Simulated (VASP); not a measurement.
Given:

```xyz
7
Lattice="4.1400 0.0000 0.0000 0.0000 4.1400 0.0000 0.0000 0.0000 4.1400" Properties=species:S:1:pos:R:3 pbc="T T T"
Ca     0.0000     0.0000     0.0000
B      3.3034     2.0700     2.0700
B      2.0700     0.8366     2.0700
B      2.0700     3.3034     2.0700
B      0.8366     2.0700     2.0700
B      2.0700     2.0700     3.3034
B      2.0700     2.0700     0.8366
```

These are r2SCAN meta-GGA, VASP's PBE PAW potentials (set 64) (plane waves; VASP) values and carry that method's errors. Numerical set-up: 520 eV cut-off, 6×6×6 Γ-centred mesh, tetrahedra with Blöchl corrections, potentials Ca_sv B.

The cores are frozen, which limits the accuracy of field gradients.

Q: Give the principal components of the electric field gradient (V/Å²) and the asymmetry η at each nucleus.

A: 
```
atom  Vxx  Vyy    Vzz     η
----  ---  ---  -----  ----
Ca1   0.0  0.0    0.0     -
B2    7.6  7.6  -15.2  0.00
B3    7.6  7.6  -15.2  0.00
B4    7.6  7.6  -15.2  0.00
B5    7.6  7.6  -15.2  0.00
B6    7.6  7.6  -15.2  0.00
B7    7.6  7.6  -15.2  0.00
```

The compound is CaB6 in the cab6 structure. It was relaxed first.
